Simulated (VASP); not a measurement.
Energy against volume of ZrC (rock salt). Calculation: PW91 GGA, VASP's PBE PAW potentials (set 64) (plane waves; VASP 6.6.1). Settings: 520 eV cut-off, 13×13×13 Γ-centred mesh, first-order Methfessel-Paxton smearing of 0.10 eV, potentials Zr_sv C.

```tsv
V (Å³/atom)	E (eV/atom)
12.308	-9.70489
12.700	-9.73262
13.093	-9.74132
13.486	-9.73364
```

**Question.** Fit these four points and predict the energy of the run at 13.879 Å³/atom.

**Answer.** A cubic in V^(−2/3), the third-order Birch-Murnaghan form, passes through the four points with V0 = 13.10 Å³/atom and B0 = 222 GPa, and gives -9.7119 eV/atom there. The run gave -9.7119 eV/atom, +0.1 meV/atom from the fit; all five points give B0 = 222 GPa.

The compound is ZrC in the rock salt structure. It was relaxed first.
